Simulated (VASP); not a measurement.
# CaZr: structure and properties in VASP

Aim: relax CaZr, then compute properties on the relaxed cell. The steps: first try, relaxing cell and atoms (BLYP), second relaxation, single point with fields (BLYP), band structure (BLYP), total and projected DOS (BLYP), volume scan with BLYP, fit for BLYP, core levels (BLYP) and total energy, forces and stress (BLYP), changed input. The cell is invented: it takes the structure of a Materials Project entry for CaPb (space group 123 there), with some of its atoms replaced by other elements, volume scaled by an estimate. It may not be a known or stable phase. The atoms of the start are displaced at random from the sites of a P4/mmm cell.

Method: BLYP; plane waves and PAW (Zr_sv, Ca_sv); invented cell, in VASP 6.6.1.

Report form: the programs' logs are mostly left out.

## (1) Set-up

Before any relaxation, the start is as follows. The structure is triclinic, space group P1 (No. 1). The conventional cell has a = 3.459 Å, b = 3.459 Å, c = 4.487 Å, α = 90.00°, β = 90.00°, γ = 90.00°. Nearest to Zr lie 8 Ca at 3.28 to 3.36 Å and 4 Zr at 3.46 Å. Nearest to Ca lie 8 Zr at 3.28 to 3.36 Å and 4 Ca at 3.46 Å. It derives from CaPb. it takes the structure of a Materials Project entry for CaPb (space group 123 there), with some of its atoms replaced by other elements, volume scaled by an estimate. Farther neighbours are not listed.

## (2) First try

This run is made with a changed input; what comes of it follows.

The input, INCAR:

```
SYSTEM = CaZr
PREC = Low
ENCUT = 250
EDIFF = 1E-06
NELM = 90
ISMEAR = 1
SIGMA = 0.2
LREAL = .FALSE.
ALGO = Normal
GGA = B5
ALDAX = 1
AGGAX = 1
AGGAC = 1
ALDAC = 0
LORBIT = 11
LWAVE = .FALSE.
LCHARG = .FALSE.
IBRION = 2
NSW = 30
ISIF = 3
EDIFFG = -0.01
```

The input, POSCAR:

```
CaZr
1.0
    3.4586310000      0.0000000000      0.0000000000
    0.0000000000      3.4586310000      0.0000000000
    0.0000000000      0.0000000000      4.4873820000
Zr Ca
1 1
Direct
    0.5001500000      0.5040960000      0.4978110000
   -0.0022520000     -0.0044630000      0.0033140000
```

The input, KPOINTS:

```
Automatic mesh
0
Gamma
6 6 5
0 0 0
```

Potentials, in the order of the species: Zr_sv and Ca_sv (PBE family, release 64).

Command:

```sh
> mpirun -np 1 vasp_std
```

It took 96 s on 1 MPI rank of AMD EPYC 7R43, shared host; peak memory 0.09 GiB.

The run converged, but on settings that are not sound, so its numbers are not to be trusted.

The fault in the input: cell relaxed at a low cutoff (ENCUT = 250 and PREC = "Low"). Relax cells at about 1.3 times the default cutoff with PREC = Accurate.

## (3) Relaxing cell and atoms (BLYP)

The start need not lie at this functional's minimum. ISIF = 3 frees volume, shape and positions, and EDIFFG sets the threshold on forces and stress at which the search stops.

Changes to INCAR since step 2:

```diff
@@ -1,6 +1,6 @@
 SYSTEM = CaZr
-PREC = Low
-ENCUT = 250
+PREC = Accurate
+ENCUT = 400
 EDIFF = 1E-06
-NELM = 90
+NELM = 100
 ISMEAR = 1
@@ -18,3 +18,3 @@
 IBRION = 2
-NSW = 30
+NSW = 60
 ISIF = 3
```

POSCAR is that of step 2.

KPOINTS is that of step 2.

Command:

```sh
> mpirun -np 1 vasp_std
```

Run time: 6.9 min. Hardware: 1 MPI rank; peak memory 0.15 GiB.

The k-mesh is coarse for a metal. The PAW data sets were made with PBE, which is usual practice but a small mismatch for other functionals.

Relaxation path:

```csv
step,energy less that of the first step (eV),largest force (eV/Å),pressure (GPa),volume (Å³)
1,0.0000,0.1425,3.95,53.68
2,-0.0911,0.0742,-0.47,58.95
3,-0.0925,0.0651,-1.06,59.86
4,-0.1340,0.0353,-1.00,59.64
5,-0.2012,0.0476,-0.60,58.51
6,-0.2011,0.0447,-0.63,58.58
7,-0.2020,0.0257,0.47,57.02
8,-0.2030,0.0343,-0.01,57.68
9,-0.2030,0.0340,-0.01,57.65
10,-0.2029,0.0324,0.09,57.53
11,-0.2030,0.0338,0.03,57.64
12,-0.2032,0.0190,0.02,57.62
13,-0.2033,0.0047,0.02,57.61
```

```csv
cell as run,before,after,change
a (Å),3.459,3.293,-4.8 %
b (Å),3.459,3.293,-4.8 %
c (Å),4.487,5.312,+18.4 %
volume (Å³/atom),26.84,28.81,+7.3 %
```

The atoms that moved most (Å, as changes of fractional coordinates times the final cell):

```csv
atom,dx,dy,dz,length
Zr1,-0.004,-0.015,0.015,0.022
Ca2,0.004,0.015,-0.015,0.022
```

Final coordinates:

```xyz
2
Lattice="3.2931 0.0000 0.0000 0.0000 3.2931 0.0000 0.0001 0.0004 5.3123" Properties=species:S:1:pos:R:3 pbc="T T T"
Zr    1.6428    1.6450    2.6594
Ca   -0.0031    0.0006    0.0027
```

Numbers from this step:

```yaml
electrons: 22
bands: 15
irreducible_k_points: 92
symmetry_operations: 1
free_energy_toten: -7.809 eV
energy_at_zero_smearing: -7.812 eV
fermi_energy: 5.493 eV
pressure: 0.02442 GPa
metallic: yes
scf_cycles_over_all_ionic_steps: 98
```

It ends with a largest force of 0.005 eV/Å and a pressure of 0.02 GPa.

## (4) Second relaxation

The basis stayed that of the start cell while the cell moved. A rerun from the cell reached resets it; the error of the finite cutoff stays. The mesh changes with the cell too.

INCAR is that of step 3.

The input, POSCAR:

```
CaZr
1.0
    3.2931174500      0.0000000000      0.0000000000
    0.0000000000      3.2931174500      0.0000000000
    0.0000000000      0.0000000000      5.3123298900
Zr Ca
1 1
Direct
    0.0000000000      0.0000000000      0.5000000000
    0.5000000000      0.5000000000      0.0000000000
```

The input, KPOINTS:

```
Automatic mesh
0
Gamma
6 6 4
0 0 0
```

The cell reached was symmetrised within 0.01 Å before this step, which raises the operations from 1 to 16, which the run then keeps.

Command:

```sh
> mpirun -np 1 vasp_std
```

Run time: 51 s. Hardware: 1 MPI rank; peak memory 0.13 GiB.

The run keeps the 16 symmetry operations of its start, so it cannot find a distortion of lower symmetry.

The steps of the relaxation:

```csv
step,energy less that of the first step (eV),largest force (eV/Å),pressure (GPa),volume (Å³)
1,0.0000,0.0000,0.14,57.61
2,-0.0001,0.0000,0.00,57.83
3,-0.0001,0.0000,-0.01,57.84
```

```csv
"conventional cell, symmetrised",before,after,change
a (Å),3.293,3.296,+0.1 %
b (Å),3.293,3.296,+0.1 %
c (Å),5.312,5.324,+0.2 %
volume (Å³/atom),28.81,28.92,+0.4 %
```

The relaxed structure:

```xyz
2
Lattice="3.2961 0.0000 0.0000 0.0000 3.2961 0.0000 0.0000 0.0000 5.3244" Properties=species:S:1:pos:R:3 pbc="T T T"
Zr    0.0000    0.0000    2.6622
Ca    1.6480    1.6480    0.0000
```

This step gave:

| Property | Result |
| --- | --- |
| irreducible k-points | 30 |
| symmetry operations | 16 |
| free energy (TOTEN) | -7.825 eV |
| energy at zero smearing | -7.828 eV |
| Fermi energy | 5.477 eV |
| pressure | -0.007839 GPa |
| SCF cycles over all ionic steps | 24 |

It ends with forces that vanish by symmetry and a pressure of -0.01 GPa.

## (5) Single point with fields (BLYP)

A single point on the relaxed cell gives a clean self-consistent state, with density, ELF and potential written out.

Changes to INCAR since step 4:

```diff
@@ -16,6 +16,5 @@
 LWAVE = .FALSE.
-LCHARG = .FALSE.
-IBRION = 2
-NSW = 60
-ISIF = 3
-EDIFFG = -0.01
+LCHARG = .TRUE.
+ISIF = 2
+LELF = .TRUE.
+LVHAR = .TRUE.
```

The input, POSCAR:

```
CaZr
1.0
    3.2960621418      0.0000000000      0.0000000000
    0.0000000000      3.2960621418      0.0000000000
    0.0000000000      0.0000000000      5.3244053138
Zr Ca
1 1
Direct
    0.0000000000      0.0000000000      0.5000000000
    0.5000000000      0.5000000000      0.0000000000
```

KPOINTS is that of step 4.

Command:

```sh
> mpirun -np 1 vasp_std
```

It took 30 s on 1 MPI rank; peak memory 0.13 GiB.

This step gave:

```yaml
scf_cycles: 14
pressure: -0.01601 GPa
```

Valence electrons inside each PAW sphere by angular momentum. Sphere charges, by row:

```csv
atom,s (e),p (e),d (e),tot (e)
Zr1,2.225,5.907,1.649,9.782
Ca2,2.09,5.835,0.294,8.219
```

ELF in the ac plane at fractional y = 0.000, with atoms of Zr within 0.2 Å of it. It is the smooth field of the valence electrons, not physical close to the nuclei.

Ten even steps from '0' (0.06) to '9' (0.81):
```
88864210000124688
88764310000134678
77765321111235677
66655443333445566
33344555555554433
11123456666543211
00112356776532110
11111235775321111
55421124664211245
98753223553223578
99985212442125899
99997312332137999
99998411221148999
99998411221148999
99997312332137999
99985212442125899
98753223553223578
55421124664211245
11111235775321111
00112356776532110
11123456666543211
33344555555554433
66655443333445566
77765321111235677
88764310000134678
88864210000124688
98864200000024688
```
Columns run along a (3.3 Å), rows up along c (5.3 Å). Atoms in or near the plane, at fractional coordinates: Zr at (0.00, 0.50).

Electrostatic potential energy in the ac plane at fractional y = 0.000, with atoms of Zr within 0.2 Å of it. With pseudopotentials it is smooth inside the atoms' cores, unlike the true potential.

Ten even steps from '0' (-66 eV) to '9' (2 eV):
```
99999999999999999
99999999999999999
99999999999999999
99999999999999999
99999999999999999
99999999999999999
99999999999999999
78899999999999988
55678999999998765
22357899999987532
00135899999985310
00024789999874200
00013689999863100
00013689999863100
00024789999874200
00135899999985310
22357899999987532
55678999999998765
78899999999999988
99999999999999999
99999999999999999
99999999999999999
99999999999999999
99999999999999999
99999999999999999
99999999999999999
99999999999999999
```
Columns run along a (3.3 Å; values clipped at the 3rd and 97th percentile), rows up along c (5.3 Å). Atoms in or near the plane, at fractional coordinates: Zr at (0.00, 0.50).

Valence density in the ac plane at fractional y = 0.000, with atoms of Zr within 0.2 Å of it. It is the smooth field of the valence electrons, not physical close to the nuclei.

Values in e/Å³, 22 rows by 14 columns, each cell a mean:
```
0.1 0.1 0.1 0.1 0.1 0.1 0.1 0.1 0.1 0.1 0.1 0.1 0.1 0.1
0.1 0.1 0.1 0.1 0.1 0.1 0.1 0.1 0.1 0.1 0.1 0.1 0.1 0.1
0.1 0.1 0.1 0.1 0.1 0.1 0.1 0.1 0.1 0.1 0.1 0.1 0.1 0.1
0.1 0.1 0.1 0.1 0.1 0.1 0.1 0.1 0.1 0.1 0.1 0.1 0.1 0.1
0.1 0.1 0.1 0.1 0.1 0.1 0.1 0.1 0.1 0.1 0.1 0.1 0.1 0.1
0.2 0.2 0.2 0.1 0.1 0.1 0.1 0.1 0.1 0.1 0.1 0.2 0.2 0.2
0.6 0.5 0.4 0.3 0.2 0.1 0.1 0.1 0.1 0.1 0.2 0.3 0.4 0.5
1.7 1.4 0.9 0.5 0.3 0.2 0.1 0.1 0.1 0.2 0.3 0.6 1.0 1.5
3.6 3.0 2.0 1.0 0.4 0.2 0.2 0.1 0.2 0.2 0.5 1.2 2.2 3.2
5.3 4.7 3.3 1.7 0.6 0.3 0.2 0.2 0.2 0.3 0.8 1.9 3.6 4.9
5.8 5.3 3.8 2.0 0.7 0.3 0.2 0.2 0.2 0.3 0.9 2.2 4.1 5.4
5.4 4.9 3.4 1.8 0.7 0.3 0.2 0.2 0.2 0.3 0.8 2.0 3.7 5.0
4.1 3.5 2.4 1.2 0.5 0.2 0.2 0.1 0.2 0.3 0.6 1.4 2.6 3.7
1.9 1.6 1.1 0.6 0.3 0.2 0.1 0.1 0.1 0.2 0.3 0.6 1.2 1.7
0.7 0.6 0.4 0.3 0.2 0.1 0.1 0.1 0.1 0.1 0.2 0.3 0.5 0.6
0.3 0.2 0.2 0.2 0.1 0.1 0.1 0.1 0.1 0.1 0.1 0.2 0.2 0.2
0.1 0.1 0.1 0.1 0.1 0.1 0.1 0.1 0.1 0.1 0.1 0.1 0.1 0.1
0.1 0.1 0.1 0.1 0.1 0.1 0.1 0.1 0.1 0.1 0.1 0.1 0.1 0.1
0.1 0.1 0.1 0.1 0.1 0.1 0.1 0.1 0.1 0.1 0.1 0.1 0.1 0.1
0.1 0.1 0.1 0.1 0.1 0.1 0.1 0.1 0.1 0.1 0.1 0.1 0.1 0.1
0.1 0.1 0.1 0.1 0.1 0.1 0.1 0.1 0.1 0.1 0.1 0.1 0.1 0.1
0.1 0.1 0.1 0.1 0.1 0.1 0.1 0.1 0.1 0.1 0.1 0.1 0.1 0.1
```
Columns run along a (3.3 Å), rows up along c (5.3 Å). Atoms in or near the plane, at fractional coordinates: Zr at (0.00, 0.50).

In this run the pressure is -0.02 GPa, small enough to go on.

## (6) Band structure (BLYP)

Levels along the symmetry lines show where the bands peak and cross; KPOINTS_OPT computes them in the converged potential.

Changes to INCAR since step 5:

```diff
@@ -16,5 +16,2 @@
 LWAVE = .FALSE.
-LCHARG = .TRUE.
-ISIF = 2
-LELF = .TRUE.
-LVHAR = .TRUE.
+LCHARG = .FALSE.
```

POSCAR is that of step 5.

KPOINTS is that of step 5.

The input, KPOINTS_OPT:

```
Line mode
16
Line-mode
Reciprocal
  0.00000000   0.00000000   0.00000000 GAMMA
  0.00000000   0.50000000   0.00000000 X

  0.00000000   0.50000000   0.00000000 X
  0.50000000   0.50000000   0.00000000 M

  0.50000000   0.50000000   0.00000000 M
  0.00000000   0.00000000   0.00000000 GAMMA

  0.00000000   0.00000000   0.00000000 GAMMA
  0.00000000   0.00000000   0.50000000 Z

  0.00000000   0.00000000   0.50000000 Z
  0.00000000   0.50000000   0.50000000 R

  0.00000000   0.50000000   0.50000000 R
  0.50000000   0.50000000   0.50000000 A

  0.50000000   0.50000000   0.50000000 A
  0.00000000   0.00000000   0.50000000 Z

  0.00000000   0.50000000   0.00000000 X
  0.00000000   0.50000000   0.50000000 R

  0.50000000   0.50000000   0.00000000 M
  0.50000000   0.50000000   0.50000000 A
```

Command:

```sh
> mpirun -np 1 vasp_std
```

The job ended after 77 s (1 MPI rank; peak memory 0.14 GiB).

Electronic bands along the path, in eV, zero at the Fermi level; # counts the bands kept:

```csv
point,#1,#2,#3,#4,#5
Γ,-4.58,-1.68,-0.90,1.31,1.96
0.47 of the way,-3.65,-1.00,-0.32,0.23,1.60
X,-1.64,-0.69,-0.60,-0.04,0.94
0.53 of the way,-1.18,-1.09,-0.65,-0.12,0.99
M,-1.74,-1.15,-0.72,-0.72,2.99
0.47 of the way,-2.42,-0.50,-0.21,0.27,0.66
Γ,-4.58,-1.68,-0.90,1.31,1.96
0.47 of the way,-4.22,-1.87,-0.83,0.75,1.78
Z,-3.36,-2.66,-0.73,0.41,1.55
0.47 of the way,-2.59,-2.10,-0.15,0.42,0.74
R,-1.75,-1.73,0.46,0.82,0.88
0.53 of the way,-0.95,-0.65,-0.38,0.13,0.91
A,-1.36,-0.15,-0.15,-0.04,1.41
0.47 of the way,-1.41,-1.33,0.39,0.51,0.60
Z,-3.36,-2.66,-0.73,0.41,1.55
jump to X,-1.64,-0.69,-0.60,-0.04,0.94
0.47 of the way,-1.68,-1.40,0.09,0.28,0.99
R,-1.75,-1.73,0.46,0.82,0.88
jump to M,-1.74,-1.15,-0.72,-0.72,2.99
0.47 of the way,-1.58,-0.79,-0.52,-0.52,2.20
A,-1.36,-0.15,-0.15,-0.04,1.41
```

Of the projections kept (Zr, Ca), the largest for each band there; the rest of the weight can lie on other orbitals:

```csv
point,#1,#2,#3,#4,#5
Γ,Zr 0.68,Zr 0.76,Zr 0.93,Zr 0.50,Ca 0.88
X,Zr 0.87,Ca 0.70,Zr 0.95,Zr 0.96,Ca 0.90
M,Zr 0.90,Ca 0.53,Zr 0.76,Zr 0.76,Zr 0.52
Γ,Zr 0.68,Zr 0.76,Zr 0.93,Zr 0.50,Ca 0.88
Z,Zr 0.89,Ca 0.80,Zr 1.00,Zr 0.97,Ca 1.00
R,Zr 0.77,Zr 0.76,Zr 0.90,Ca 0.72,Zr 0.72
```

There is no gap at this level.

Of the bands kept, 2 cross the Fermi level on this path.

## (7) Total and projected DOS (BLYP)

Here the states are counted by energy and projected on the atoms. The mesh is finer than in the run before.

Changes to INCAR since step 6:

```diff
@@ -5,3 +5,3 @@
 NELM = 100
-ISMEAR = 1
+ISMEAR = -5
 SIGMA = 0.2
@@ -17 +17,2 @@
 LCHARG = .FALSE.
+NEDOS = 2001
```

POSCAR is that of step 6.

The input, KPOINTS:

```
Automatic mesh
0
Gamma
9 9 6
0 0 0
```

Command:

```sh
> mpirun -np 1 vasp_std
```

The job ended after 46 s (1 MPI rank; peak memory 0.14 GiB).

The DOS at the Fermi level is high for the number of transition-metal atoms. It is one value on this mesh and may be a narrow spike; if it stands, a magnetic instability is possible, which a run without spin can't show. With tetrahedra the forces and stress of a metal are not exact derivatives of the energy.

This step gave:

```
irreducible k-points   : 60
free energy (TOTEN)    : -7.813 eV
Fermi energy           : 5.490 eV
pressure               : 0.1547 GPa
DOS at the Fermi level : 3.822 states/eV/cell
```

The density of states has structure finer than the step of the table below, so its rows give means over 0.5 eV, whole bins alone (the curve runs from -12.0 to 1.69 eV). Peaks (eV: height): total -1.45: 2.66, -0.67: 3.67, -0.26: 3.96, 0.18: 5.62, 0.82: 4.14, 1.66: 3.72; Zr d -0.67: 1.48, -0.26: 1.64, 0.21: 2.17, 0.73: 1.34; Ca d 0.09: 0.361, 0.82: 0.531, 1.66: 0.680.

States under -12.0 eV and over 1.7 eV are left out. The density of states by energy, zero at the Fermi level; means over each step; values in states/eV/cell:

```csv
energy (eV),total,Zr d,Ca d
-5.0,0,0,0
-4.5,0.0434,2.9e-5,0
-4.0,0.207,8.5e-4,2.1e-4
-3.5,0.360,0.00463,0.00128
-3.0,0.460,0.0118,0.00391
-2.5,0.607,0.0318,0.0106
-2.0,1.13,0.125,0.0325
-1.5,2.19,0.511,0.0834
-1.0,2.16,0.639,0.133
-0.5,3.16,1.26,0.214
0.0,4.00,1.56,0.275
0.5,2.42,0.921,0.163
1.0,2.42,0.741,0.371
```

The finer mesh and the other smearing move the Fermi level by +0.01 eV from the 6×6×4 run, a small shift, which tests the Fermi level alone. Of the states within 0.3 eV of the Fermi level, the largest shares in the PAW spheres are Zr d 39 % and Ca d 7 %. The rest lies in smaller channels or between the spheres.

## (8) Volume scan with BLYP, volume scale 0.94

An equation of state needs energies on both sides of the minimum, all on one mesh and cutoff.

Changes to INCAR since step 7:

```diff
@@ -5,3 +5,3 @@
 NELM = 100
-ISMEAR = -5
+ISMEAR = 1
 SIGMA = 0.2
@@ -17,2 +17,2 @@
 LCHARG = .FALSE.
-NEDOS = 2001
+ISIF = 2
```

The input, POSCAR:

```
CaZr
1.0
    3.2287766876      0.0000000000      0.0000000000
    0.0000000000      3.2287766876      0.0000000000
    0.0000000000      0.0000000000      5.2157134826
Zr Ca
1 1
Direct
    0.0000000000      0.0000000000      0.5000000000
    0.5000000000      0.5000000000      0.0000000000
```

The input, KPOINTS:

```
Automatic mesh
0
Gamma
6 6 4
0 0 0
```

Command:

```sh
> mpirun -np 1 vasp_std
```

Elapsed: 27 s, on 1 MPI rank; peak memory 0.12 GiB.

The scan keeps the cell's shape and the fractional positions fixed.

Numbers from this step:

- irreducible k-points: 30
- free energy (TOTEN): -7.793 eV
- energy at zero smearing: -7.796 eV
- Fermi energy: 5.921 eV
- pressure: 2.842 GPa

The pressure here is 2.84 GPa.

## (9) Volume scan with BLYP, volume scale 0.96

INCAR is that of step 8.

The input, POSCAR:

```
CaZr
1.0
    3.2515153007      0.0000000000      0.0000000000
    0.0000000000      3.2515153007      0.0000000000
    0.0000000000      0.0000000000      5.2524450694
Zr Ca
1 1
Direct
    0.0000000000      0.0000000000      0.5000000000
    0.5000000000      0.5000000000      0.0000000000
```

KPOINTS is that of step 8.

Command:

```sh
> mpirun -np 1 vasp_std
```

Elapsed: 28 s, on 1 MPI rank; peak memory 0.12 GiB.

This step gave:

| Item | Value |
| --- | --- |
| free energy (TOTEN) | -7.811 eV |
| energy at zero smearing | -7.813 eV |
| Fermi energy | 5.768 eV |
| pressure | 1.800 GPa |

The pressure falls from 2.84 to 1.80 GPa.

The run ends at a pressure of 1.80 GPa.

## (10) Volume scan with BLYP, volume scale 0.98

INCAR is that of step 9.

The input, POSCAR:

```
CaZr
1.0
    3.2739402528      0.0000000000      0.0000000000
    0.0000000000      3.2739402528      0.0000000000
    0.0000000000      0.0000000000      5.2886699732
Zr Ca
1 1
Direct
    0.0000000000      0.0000000000      0.5000000000
    0.5000000000      0.5000000000      0.0000000000
```

KPOINTS is that of step 9.

Command:

```sh
> mpirun -np 1 vasp_std
```

Elapsed: 29 s, on 1 MPI rank; peak memory 0.12 GiB.

The pressure falls from 1.80 to 0.85 GPa.

The run ends at a pressure of 0.85 GPa.

## (11) Volume scan with BLYP, volume scale 1

INCAR is that of step 10.

The input, POSCAR:

```
CaZr
1.0
    3.2960621418      0.0000000000      0.0000000000
    0.0000000000      3.2960621418      0.0000000000
    0.0000000000      0.0000000000      5.3244053138
Zr Ca
1 1
Direct
    0.0000000000      0.0000000000      0.5000000000
    0.5000000000      0.5000000000      0.0000000000
```

KPOINTS is that of step 10.

Command:

```sh
> mpirun -np 1 vasp_std
```

Run time: 28 s. Hardware: 1 MPI rank; peak memory 0.13 GiB.

The pressure falls from 0.85 to -0.02 GPa.

The run ends at a pressure of -0.02 GPa.

(Part 1 of 2 ends here.)

[Lines on the potential files, build, host, timing and source positions are cut from VASP's logs without a mark.]

[Logs are printed without paths, hosts, clocks, repeated set-up lines and the standing remarks that a program may print on its own settings, such as how far it seeks lower states.]

[Hosts, paths, dates, database ids (printed as entryN), source tags and the programs' standing remarks are cut or masked in the printed files.]

[A measured line is paired with the nearest computed mode of its activity, which favours agreement.]
